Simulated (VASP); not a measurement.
# Be3CdO4: relaxation of cell and atoms with PBE

Crystal: Be3CdO4.

```
CELL_PARAMETERS angstrom
6.01399 -0.01865 0.03527
-0.01590 5.04529 -0.04382
0.02792 -0.04068 4.69624
ATOMIC_POSITIONS crystal
Be 0.24599 0.15687 0.52010
Be 0.74831 0.12782 0.48587
Be 0.00743 0.66636 0.50920
Be 0.73580 0.81837 0.99044
Be 0.24577 0.84952 0.03688
Be 0.51899 0.29538 0.01705
Cd 0.51099 0.70191 0.50706
Cd 0.98182 0.35059 0.99596
O 0.21536 0.83679 0.32597
O 0.75538 0.84733 0.34341
O 0.49107 0.26184 0.34702
O 0.99618 0.33003 0.48570
O 0.71393 0.13180 0.84611
O 0.31049 0.13670 0.87236
O 0.03008 0.74298 0.86266
O 0.50031 0.64112 0.92428
```

The cell was built by a generator and needn't be a form met in nature.

```json
{
 "Program": "VASP 6.6.1",
 "Task": "relaxation of cell and atoms",
 "Functional": "PBE",
 "Potentials or basis": "VASP PAW PBE potentials, release 64 (Be, Cd, O)",
 "Cutoff": "520 eV",
 "k mesh": "3 × 4 × 4",
 "Occupations": "gaussian, width 0.05 eV",
 "Spin": "no spin polarisation",
 "Further INCAR settings": "PREC = Normal; LREAL = Auto; ALGO = Fast; EDIFF = 1e-05; ISYM = 0; IBRION = 2; EDIFFG = -0.03; NSW = 110; ISIF = 3"
}
```

```
Relaxed volume                         : 9.00 Å³/atom
Relaxed cell                           : a = 5.978 Å, b = 5.097 Å, c = 4.727 Å, α = 90.00°, β = 89.99°, γ = 90.01°
Space group after relaxing (to 0.05 Å) : Pc (No. 7)
Energy gained by relaxing              : 226.4 meV/atom
Ionic steps                            : 18
Pressure after relaxing                : 0.0 GPa
Largest force after relaxing           : 0.026 eV/Å
Band gap on the k mesh                 : 2.72 eV, indirect (least direct gap 2.98 eV)
```

Forces on the atoms (eV/Å):
```
Be   0.008  0.000  0.000
Be   0.005  0.004  0.003
Be  -0.018 -0.004  0.001
Be   0.007  0.018 -0.003
Be   0.009 -0.008  0.002
Be  -0.003 -0.001  0.001
Cd  -0.006  0.007 -0.007
Cd   0.020 -0.003  0.003
O    0.001 -0.010 -0.002
O    0.007 -0.006  0.000
O   -0.009 -0.008  0.003
O    0.007 -0.011  0.003
O    0.014 -0.003 -0.008
O   -0.004  0.012  0.005
O   -0.014  0.012 -0.010
O   -0.024  0.000  0.010
```

The path:
| step | energy change (eV) | largest force (eV/Å) | pressure (GPa) | volume (Å³) |
| --- | --- | --- | --- | --- |
| 1 | 0.0000 | 9.2879 | 10.58 | 142.48 |
| 2 | -1.2714 | 3.2025 | -7.76 | 154.78 |
| 3 | -2.6178 | 2.0322 | -3.71 | 148.16 |
| 4 | -3.2482 | 1.2050 | -1.78 | 145.11 |
| 5 | -3.2958 | 1.4840 | -0.51 | 143.97 |
| 6 | -3.4984 | 0.5174 | 1.04 | 142.61 |
| 7 | -3.5024 | 0.6386 | 1.41 | 142.40 |
| 8 | -3.5785 | 0.3247 | 0.01 | 143.60 |
| 9 | -3.5836 | 0.3883 | -0.42 | 144.00 |
| 10 | -3.6066 | 0.1659 | 0.00 | 143.78 |
| 11 | -3.6086 | 0.1554 | 0.14 | 143.70 |
| 12 | -3.6168 | 0.0789 | 0.08 | 143.82 |
| 13 | -3.6180 | 0.1120 | 0.05 | 143.88 |
| 14 | -3.6211 | 0.0660 | -0.04 | 144.01 |
| 15 | -3.6212 | 0.0701 | -0.04 | 144.03 |
| 16 | -3.6223 | 0.0379 | 0.01 | 144.01 |
| 17 | -3.6223 | 0.0436 | 0.02 | 144.01 |
| 18 | -3.6227 | 0.0260 | 0.01 | 144.04 |

Final structure:
```
Be Cd O
1.0
     5.97836   -0.00017    0.00070
    -0.00045    5.09722   -0.00069
     0.00039    0.00097    4.72679
Be Cd O
6 2 8
Cartesian
  1.5287 0.7434 2.3882
  4.4401 0.7258 2.3897
  0.0072 3.5727 2.3789
  4.5139 4.2833 0.0245
  1.4463 4.3094 0.0267
  2.9963 1.4581 0.0154
  2.9882 3.3106 2.3686
  5.9712 1.7187 0.0053
  1.2404 4.3934 1.6612
  4.7444 4.3854 1.6634
  2.9943 1.2462 1.6766
  0.0152 1.8066 2.1824
  4.2275 0.6364 4.0243
  1.7538 0.6486 4.0266
  0.0090 3.7853 4.0408
  3.0185 3.2263 4.5454
```

Levels at points of the mesh, in eV from the valence-band top:
```csv
k point,band 40,band 41,band 42,band 43,band 44,band 45
"(0.00, 0.00, 0.00)",-0.65,-0.30,-0.26,2.72,5.54,7.64
"(0.00, 0.50, 0.00)",-0.80,-0.38,-0.28,4.37,4.88,7.48
"(0.00, 0.00, 0.50)",-0.50,-0.37,-0.37,4.96,4.96,7.40
"(0.00, 0.50, 0.50)",-0.53,-0.33,-0.33,5.46,5.46,7.08
```

Wall time 10 min on 2 MPI ranks on AMD EPYC 7R13 Processor (Zen 3), on a shared host, peak memory 0.23 GiB a rank.

Caveat: an odd mesh through Γ misses points on the zone boundary, where band edges often lie.
